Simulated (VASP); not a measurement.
Given:

```yaml
crystal:
  lattice:
    - [0.00000, 2.02500, 2.02500]
    - [2.02500, 0.00000, 2.02500]
    - [2.02500, 2.02500, 0.00000]
  atoms:
    - { symbol: Al, position: [0.00000, 0.00000, 0.00000] }
```

The numbers are results of PBE GGA, VASP's PBE PAW potentials (set 64) (plane waves; VASP), not measurements. Run with 400 eV cut-off, KSPACING 0.4 per Å, first-order Methfessel-Paxton smearing of 0.10 eV, potentials Al.

Gaps are read on the run's mesh, which can miss a band edge.

Task: Estimate the energy per atom (σ→0), pressure, band gap (on the k-mesh) with the smallest direct gap where there is one.

Result: 
```yaml
band gap (on the k-mesh): none (metal, semimetal or under 0.01 eV)
energy per atom (σ→0): -365.7 kJ/mol-atom
pressure: -1.23 GPa
```

Only differences to runs with the same potentials and settings are physical.

The compound is Al in the fcc structure. The cell was not relaxed at this level. The run is one of a series of settings (KGAMMA = .FALSE., KSPACING = 0.4, KPOINTS file removed against the base run), some of them coarse on purpose.
